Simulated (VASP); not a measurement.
Input for VASP

### POSCAR
```
BiSb
1
    4.2431760000     0.0000000000     0.0000000000
   -2.1215880000     3.6746980000     0.0000000000
    0.0000000000     0.0000000000     4.1411290000
Sb Bi
1 1
Direct
  0.0000000000   0.0000000000   0.0000000000
  0.6666670000   0.3333330000   0.5000000000
```

INCAR:
```
SYSTEM = BiSb
PREC = Accurate
ENCUT = 400
EDIFF = 1E-6
NELM = 100
ALGO = Normal
LREAL = .FALSE.
LASPH = .TRUE.
ISMEAR = 1
SIGMA = 0.1
GGA = PE
LMAXMIX = 4
LWAVE = .FALSE.
LCHARG = .FALSE.
ISIF = 2
ISPIN = 2
MAGMOM = 1.0 1.0 1.0
```

### KPOINTS
```
Automatic mesh
0
Gamma
8 8 7
0 0 0
```

POTCAR, in this order: Sb Bi_d (PBE.64 set). Program: vasp_std.

**Question.** One choice in this input is risky. Which, and does it do harm here?

**Answer.** The risk: MAGMOM holds more values than there are atoms. Here it does no harm: the run (PBE GGA, plane waves, VASP's PBE PAW potentials (set 64)) converges to the same energy and pressure as with the safe setting.
### OSZICAR
```
       N       E                     dE             d eps       ncg     rms          rms(c)
DAV:   1     0.134877474501E+03    0.13488E+03   -0.86667E+03  2400   0.110E+03
DAV:   2     0.110042205607E+01   -0.13378E+03   -0.13194E+03  2666   0.306E+02
DAV:   3    -0.735081943475E+01   -0.84512E+01   -0.83816E+01  3009   0.871E+01
DAV:   4    -0.756327881515E+01   -0.21246E+00   -0.21216E+00  3091   0.158E+01
DAV:   5    -0.756944610588E+01   -0.61673E-02   -0.61671E-02  3278   0.215E+00    0.498E+00
DAV:   6    -0.775713900088E+01   -0.18769E+00   -0.18849E-01  2974   0.266E+00    0.189E+00
DAV:   7    -0.776984888327E+01   -0.12710E-01   -0.24404E-02  2827   0.138E+00    0.818E-01
DAV:   8    -0.776985819449E+01   -0.93112E-05   -0.44741E-03  2932   0.398E-01    0.367E-01
DAV:   9    -0.776980582446E+01    0.52370E-04   -0.17754E-03  2813   0.307E-01    0.142E-01
DAV:  10    -0.776964534850E+01    0.16048E-03   -0.15602E-04  2982   0.124E-01    0.320E-02
DAV:  11    -0.776966612562E+01   -0.20777E-04   -0.57363E-05  2575   0.478E-02    0.161E-02
DAV:  12    -0.776967213205E+01   -0.60064E-05   -0.11077E-05  3023   0.274E-02    0.688E-03
DAV:  13    -0.776967245173E+01   -0.31967E-06   -0.12823E-06  2187   0.743E-03
   1 F= -.77696725E+01 E0= -.77694808E+01  d E =-.575075E-03  mag=     0.0000
```

The structure was generated: BiSb was put into the WC type (P-6m2), which need not be its known phase. The cell was not relaxed at this level.
